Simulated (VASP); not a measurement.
VASP input:

File KPOINTS:
```
Automatic mesh
0
Gamma
7 7 7
0 0 0
```

File POSCAR:
```
TlCl
1
    3.8402418511     0.0000000000     0.0000000000
    0.0000000000     3.8402418511     0.0000000000
    0.0000000000     0.0000000000     3.8402418511
Tl Cl
1 1
Direct
  0.0000000000   0.0000000000   0.0000000000
  0.5000000000   0.5000000000   0.5000000000
```

### INCAR
```
! general
SYSTEM =TlCl
PREC   =Accurate
ENCUT  =520
LREAL  =F
LASPH  =T   ! aspherical one-centre terms

! electronic loop
EDIFF  =1E-7
NELM   =100   ! most electronic steps
ALGO   =Normal   ! blocked Davidson
LMAXMIX=4   ! l cut-off of mixed one-centre charges

! smearing
ISMEAR =0   ! Gaussian
SIGMA  =0.05

! functional
GGA    =91   ! PW91

! ions
ISIF   =2   ! forces and stress, cell fixed

! output
LWAVE  =F
LCHARG =F
```

POTCAR, in this order: Tl_d Cl (PBE.64 set). Program: vasp_std.

Task: Write an equivalent input for Quantum ESPRESSO's pw.x.

Result: One equivalent input (not run):
```
&CONTROL
  calculation = 'scf'
  pseudo_dir = './pseudo'
  outdir = './out'
  tprnfor = .true.
  tstress = .true.
/
&SYSTEM
  ibrav = 0
  nat = 2
  ntyp = 2
  ecutwfc = 60.3
  occupations = 'smearing'
  smearing = 'gaussian'
  degauss = 0.003675
  input_dft = 'pw91'
/
&ELECTRONS
  conv_thr = 7.3e-09
  electron_maxstep = 100
/
ATOMIC_SPECIES
  Tl 204.380 Tl.upf
  Cl 35.450 Cl.upf
CELL_PARAMETERS angstrom
     3.8402419    0.0000000    0.0000000
     0.0000000    3.8402419    0.0000000
     0.0000000    0.0000000    3.8402419
ATOMIC_POSITIONS crystal
  Tl   0.0000000  0.0000000  0.0000000
  Cl   0.5000000  0.5000000  0.5000000
K_POINTS automatic
  7 7 7 0 0 0
```
Limits of the translation: the potentials are each code's own (VASP's PAW set, PseudoDojo norm-conserving files in pw.x), so ENCUT and ecutwfc are chosen apart and not converted; conv_thr bounds pw.x's estimated SCF error, while EDIFF bounds the energy change between steps.

The compound is TlCl in the CsCl type structure. This cell is one point of a volume scan, at 0.97 of the reference volume.
